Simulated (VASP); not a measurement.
OSZICAR of a VASP run on Sc (hcp):

OSZICAR:
```
       N       E                     dE             d eps       ncg     rms          rms(c)
DAV:   1     0.366517406939E+03    0.36652E+03   -0.97068E+03  1928   0.131E+03
DAV:   2     0.651002193986E+01   -0.36001E+03   -0.35427E+03  2828   0.694E+02
DAV:   3    -0.145054997994E+02   -0.21016E+02   -0.20264E+02  3272   0.197E+02
DAV:   4    -0.148276178603E+02   -0.32212E+00   -0.31755E+00  3076   0.203E+01
DAV:   5    -0.148328333738E+02   -0.52155E-02   -0.51983E-02  3223   0.287E+00    0.749E+00
DAV:   6    -0.135347713198E+02    0.12981E+01   -0.30755E+00  2424   0.232E+01    0.215E+00
DAV:   7    -0.133715111087E+02    0.16326E+00   -0.65937E-01  2585   0.956E+00    0.809E-01
DAV:   8    -0.133574315047E+02    0.14080E-01   -0.33747E-02  2536   0.293E+00    0.247E-01
DAV:   9    -0.133559751890E+02    0.14563E-02   -0.88208E-03  2628   0.115E+00    0.232E-02
DAV:  10    -0.133559982301E+02   -0.23041E-04   -0.12336E-04  3186   0.188E-01    0.744E-03
DAV:  11    -0.133560004502E+02   -0.22201E-05   -0.34966E-06  1998   0.212E-02    0.194E-03
DAV:  12    -0.133560003240E+02    0.12623E-06   -0.50183E-07  1569   0.148E-02
   1 F= -.13356000E+02 E0= -.13356566E+02  d E =-.133560E+02
       N       E                     dE             d eps       ncg     rms          rms(c)
DAV:   1    -0.167835980262E+02   -0.34276E+01   -0.98793E+01  2432   0.165E+02    0.132E+01
DAV:   2    -0.138120484405E+02    0.29715E+01   -0.75709E+00  2608   0.437E+01    0.407E+00
DAV:   3    -0.134593095009E+02    0.35274E+00   -0.15504E+00  2405   0.178E+01    0.198E+00
DAV:   4    -0.134508218279E+02    0.84877E-02   -0.73673E-02  2937   0.404E+00    0.397E-01
DAV:   5    -0.134484711623E+02    0.23507E-02   -0.13470E-02  2803   0.173E+00    0.518E-02
DAV:   6    -0.134484787215E+02   -0.75592E-05   -0.33802E-04  3201   0.301E-01    0.110E-02
DAV:   7    -0.134484799971E+02   -0.12756E-05   -0.11689E-05  2894   0.473E-02    0.641E-03
DAV:   8    -0.134484800781E+02   -0.80996E-07   -0.52615E-07  1347   0.155E-02
   2 F= -.13448480E+02 E0= -.13449210E+02  d E =-.924798E-01
       N       E                     dE             d eps       ncg     rms          rms(c)
DAV:   1    -0.135277383234E+02   -0.79258E-01   -0.22985E+00  2439   0.254E+01    0.193E+00
DAV:   2    -0.134583588469E+02    0.69379E-01   -0.20018E-01  2592   0.685E+00    0.558E-01
DAV:   3    -0.134519899255E+02    0.63689E-02   -0.30526E-02  2683   0.253E+00    0.246E-01
DAV:   4    -0.134517781979E+02    0.21173E-03   -0.14393E-03  2938   0.544E-01    0.457E-02
DAV:   5    -0.134517401084E+02    0.38090E-04   -0.27690E-04  2634   0.248E-01    0.764E-03
DAV:   6    -0.134517400412E+02    0.67158E-07   -0.76628E-06  3051   0.489E-02
   3 F= -.13451740E+02 E0= -.13452480E+02  d E =-.957397E-01
       N       E                     dE             d eps       ncg     rms          rms(c)
DAV:   1    -0.134527308762E+02   -0.99077E-03   -0.30722E-02  2439   0.293E+00    0.224E-01
DAV:   2    -0.134518059417E+02    0.92493E-03   -0.26195E-03  2592   0.783E-01    0.653E-02
DAV:   3    -0.134517181739E+02    0.87768E-04   -0.41743E-04  2650   0.291E-01    0.293E-02
DAV:   4    -0.134517154210E+02    0.27530E-05   -0.19498E-05  2922   0.637E-02    0.532E-03
DAV:   5    -0.134517148832E+02    0.53780E-06   -0.34783E-06  1847   0.287E-02
   4 F= -.13451715E+02 E0= -.13452456E+02  d E =-.957146E-01
       N       E                     dE             d eps       ncg     rms          rms(c)
DAV:   1    -0.134574668173E+02   -0.57514E-02   -0.68162E-01  2242   0.191E+01    0.537E-01
DAV:   2    -0.134563918663E+02    0.10750E-02   -0.53465E-02  3020   0.405E+00    0.340E-01
DAV:   3    -0.134535830377E+02    0.28088E-02   -0.90670E-03  3618   0.139E+00    0.454E-02
DAV:   4    -0.134535497164E+02    0.33321E-04   -0.43683E-04  2917   0.338E-01    0.262E-02
DAV:   5    -0.134535411421E+02    0.85743E-05   -0.16709E-05  2993   0.790E-02    0.837E-03
DAV:   6    -0.134535403900E+02    0.75210E-06   -0.16629E-06  1256   0.230E-02
   5 F= -.13453540E+02 E0= -.13454091E+02  d E =-.182551E-02
       N       E                     dE             d eps       ncg     rms          rms(c)
DAV:   1    -0.134552801017E+02   -0.17390E-02   -0.25412E-01  2256   0.117E+01    0.327E-01
DAV:   2    -0.134549218326E+02    0.35827E-03   -0.19980E-02  3034   0.247E+00    0.207E-01
DAV:   3    -0.134538923583E+02    0.10295E-02   -0.33579E-03  3618   0.847E-01    0.282E-02
DAV:   4    -0.134538788826E+02    0.13476E-04   -0.16635E-04  2924   0.211E-01    0.162E-02
DAV:   5    -0.134538756582E+02    0.32245E-05   -0.60600E-06  2452   0.486E-02    0.529E-03
DAV:   6    -0.134538753635E+02    0.29470E-06   -0.68068E-07  1058   0.155E-02
   6 F= -.13453875E+02 E0= -.13454261E+02  d E =-.216048E-02
       N       E                     dE             d eps       ncg     rms          rms(c)
DAV:   1    -0.134538927403E+02   -0.17082E-04   -0.26828E-03  2249   0.120E+00    0.333E-02
DAV:   2    -0.134538895552E+02    0.31851E-05   -0.21163E-04  3027   0.256E-01    0.212E-02
DAV:   3    -0.134538788977E+02    0.10657E-04   -0.35113E-05  3610   0.864E-02    0.290E-03
DAV:   4    -0.134538787171E+02    0.18059E-06   -0.13726E-06  1030   0.217E-02
   7 F= -.13453879E+02 E0= -.13454247E+02  d E =-.216383E-02
       N       E                     dE             d eps       ncg     rms          rms(c)
DAV:   1    -0.134552794797E+02   -0.14006E-02   -0.41676E-02  2439   0.344E+00    0.262E-01
DAV:   2    -0.134540269712E+02    0.12525E-02   -0.35312E-03  2608   0.913E-01    0.764E-02
DAV:   3    -0.134539069407E+02    0.12003E-03   -0.56105E-04  2611   0.338E-01    0.344E-02
DAV:   4    -0.134539029989E+02    0.39418E-05   -0.27286E-05  2937   0.749E-02    0.617E-03
DAV:   5    -0.134539022852E+02    0.71370E-06   -0.47172E-06  2133   0.328E-02
   8 F= -.13453902E+02 E0= -.13454258E+02  d E =-.235681E-04
```

Task: Which electronic solver shows in the log?

Result: It is blocked Davidson (ALGO = Normal, or the opening steps of other solvers). The INCAR had ALGO = Normal.

Task: Can the final energy be trusted as converged?

Result: The calculation finished and met its thresholds. It stopped with EDIFF = 1E-6, NELM = 100, NSW = 60 and EDIFFG = -0.01 after 8 ionic steps (LDA (Ceperley-Alder, Perdew-Zunger), plane waves, VASP's LDA PAW potentials (set 64)). Energy and stress use the plane-wave basis of the starting cell.

The compound is Sc in the hcp structure. This run relaxes it. Symmetry was kept, so distortions that lower it aren't found.
